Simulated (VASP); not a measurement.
Input:

```
AlGaN2
1.0
    4.43935     0.00000     0.00000
    0.00000     4.43935     0.00000
    0.00000     0.00000     4.43187
Ga N Al
2 4 2
Cartesian
  0.00000   0.00000   0.00000
  2.21968   2.21968   0.00000
  1.10984   1.10984   1.15279
  3.32951   3.32951   1.15279
  3.32951   1.10984   3.27908
  1.10984   3.32951   3.27908
  2.21968   0.00000   2.21594
  0.00000   2.21968   2.21594
```

These are PBEsol GGA, VASP's PBE PAW potentials (set 64) (plane waves; VASP 6.6.1) values and carry that method's errors. Numerical set-up: 520 eV cut-off, 6×6×6 Γ-centred mesh, tetrahedra with Blöchl corrections, potentials Ga_d N Al.

The cores are frozen, which limits the accuracy of field gradients.

### Question
Give the principal components of the electric field gradient (V/Å²) and the asymmetry η at each nucleus.

### Answer

```json
[
 {"atom": "Ga1", "Vxx": "4.2", "Vyy": "4.2", "Vzz": "-8.5", "η": "0.00"},
 {"atom": "Ga2", "Vxx": "4.2", "Vyy": "4.2", "Vzz": "-8.5", "η": "0.00"},
 {"atom": "N3", "Vxx": "17.2", "Vyy": "2.0", "Vzz": "-19.2", "η": "0.80"},
 {"atom": "N4", "Vxx": "17.2", "Vyy": "2.0", "Vzz": "-19.2", "η": "0.80"},
 {"atom": "N5", "Vxx": "17.2", "Vyy": "2.0", "Vzz": "-19.2", "η": "0.80"},
 {"atom": "N6", "Vxx": "17.2", "Vyy": "2.0", "Vzz": "-19.2", "η": "0.80"},
 {"atom": "Al7", "Vxx": "-1.8", "Vyy": "-1.8", "Vzz": "3.6", "η": "0.00"},
 {"atom": "Al8", "Vxx": "-1.8", "Vyy": "-1.8", "Vzz": "3.6", "η": "0.00"}
]
```

The structure was generated: Al2Ga2N4 was put into an ordered model structure (P-4m2), which need not be its known phase. It was relaxed first.
